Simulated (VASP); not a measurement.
A run of VASP 6.6.1 is set up as follows.

INCAR

```
SYSTEM = Ir3C4
PREC = Accurate
ENCUT = 520
EDIFF = 1E-6
ISMEAR = 0
SIGMA = 0.1
LREAL = .FALSE.
LASPH = .TRUE.
NELM = 100
ALGO = Fast
ISIF = 2
LWAVE = .FALSE.
LCHARG = .FALSE.
GGA = PE
NBANDS = 30
```

KPOINTS

```
regular mesh
0
G
  10 10 10
  0 0 0
```

The input POSCAR:

```
Ir3C4
1.0
    4.2792781509      0.0000000000      0.0000000000
    0.0000000000      4.2792781509      0.0000000000
    0.0000000000      0.0000000000      4.2792781509
Ir C
3 4
Direct
    0.5000000000      0.5000000000      0.0000000000
    0.0000000000      0.5000000000      0.5000000000
    0.5000000000      0.0000000000      0.5000000000
    0.5000000000      0.5000000000      0.5000000000
    0.5000000000      0.0000000000      0.0000000000
    0.0000000000      0.5000000000      0.0000000000
    0.0000000000      0.0000000000      0.5000000000
```

Potentials or basis: VASP PAW PBE potentials, release 64 (Ir, C).

Command:

```bash
$ cat potpaw_PBE.64/Ir/POTCAR potpaw_PBE.64/C/POTCAR > POTCAR
$ mpirun -np 1 vasp_std > vasp.out
```

**Question.** What does it give for the band gap on the k mesh?

**Answer.** None (metal or under the smearing width).

**Question.** Predict the pressure.

**Answer.** 1.7 GPa.

Spin-orbit coupling is left out, which matters for the levels of Ir.
